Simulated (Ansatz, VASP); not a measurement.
## Be2N: VASP beside Ansatz

```
Be N
1.0
     1.71414    0.98966    2.18347
    -1.71414    0.98966    2.18347
     0.00000   -1.97932    2.18347
Be N
2 1
Cartesian
  0.0000 0.0000 4.9388
  0.0000 0.0000 1.6116
  0.0000 0.0000 3.2752
```

Alike in both runs: task relaxation of cell and atoms; functional PBE; k mesh 18 × 18 × 18; occupations gaussian, width 0.1 eV; no spin polarisation.

|  | VASP | Ansatz |
| --- | --- | --- |
| version | VASP 6.6.1 | Ansatz 0.2.0 |
| potentials or method | VASP PAW PBE potentials, release 64 (Be, N) | scalar-relativistic, plane waves, PAW |
| plane-wave cutoff (eV) | 600 | 420 |
| valence electrons in the cell | 9 | 9 |

```csv
,VASP,Ansatz,Ansatz less VASP
"gap on the k mesh at the Fermi level, each at its own relaxed structure (eV)",none,none,-
relaxed volume (Å³/atom),7.45,7.45,0.000
relaxed cell length with the largest relative difference (Å),2.956,2.956,-0.0002
```

A gap of «none» marks a metal or a gap that the smearing closes.
